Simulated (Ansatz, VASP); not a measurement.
# TeO in VASP and in Ansatz

File INCAR:

```
SYSTEM = TeO
PREC = Accurate
ENCUT = 600
EDIFF = 1E-6
ISMEAR = 0
SIGMA = 0.1
LREAL = .False.
LASPH = .True.
NELM = 100
ALGO = Normal
ISIF = 3
LWAVE = .False.
LCHARG = .False.
GGA = PE
IBRION = 2
NSW = 90
EDIFFG = -0.04
```

Contents of KPOINTS:

```
regular mesh
0
Gamma
  6 6 6
  0 0 0
```

File POSCAR:

```
TeO
1.0
    0.0000000000      2.7424435200      3.0344052300
    2.5852333500      0.0000000000      3.0344052300
    2.5852333500      2.7424435200      0.0000000000
Te O
1 1
Direct
    0.0000000000      0.0000000000      0.0000000000
    0.5000000000      0.5000000000      0.5000000000
```

Input for Ansatz:

```yaml
crystal:
  lattice:
    - [0.0, 2.74244352, 3.03440523]
    - [2.58523335, 0.0, 3.03440523]
    - [2.58523335, 2.74244352, 0.0]
  atoms:
    - { symbol: Te, position: [0.0, 0.0, 0.0] }
    - { symbol: O, position: [0.5, 0.5, 0.5] }
basis:
  ecutwfc: 420
kpoints:
  mp_grid: { grid: [6, 6, 6] }
hamiltonian:
  xc: pbe
scf:
  occupations: { method: gaussian, width: 0.1 }
  lower_state_search: "off"
output:
  forces: true
  stress: true
  eigenvalues: true
relax:
  adjacent_minimum: "off"
  f_tol: 0.04
  max_steps: 70
  cell: { stress_tol: 0.4 }
```

Change from the starting cell: species swapped into the TlF type (Fmmm, No. 69).

Alike in both runs: task relaxation of cell and atoms; functional PBE; k mesh 6 × 6 × 6; occupations gaussian, width 0.1 eV; no spin polarisation.

```csv
,VASP,Ansatz
version,VASP 6.6.1,Ansatz 0.2.0
potentials or method,"VASP PAW PBE potentials, release 64 (Te, O)","scalar-relativistic, plane waves, PAW"
plane-wave cutoff (eV),600,420
valence electrons in the cell,12,22
```

|  | VASP | Ansatz | Ansatz less VASP |
| --- | --- | --- | --- |
| gap on the k mesh at the Fermi level, each at its own relaxed structure (eV) | none | none | - |
| relaxed volume (Å³/atom) | 20.37 | 21.07 | +0.703 |
| relaxed cell length with the largest relative difference (Å) | 4.426 | 4.526 | +0.0995 |
| energy change over the relaxation (meV/atom) | -385 | -379 | +5.4 |

A gap of «none» marks a metal or a gap that the smearing closes. The two sets of potentials don't hold the same shells in valence.

Spin-orbit coupling is left out, which matters for the levels of Te.
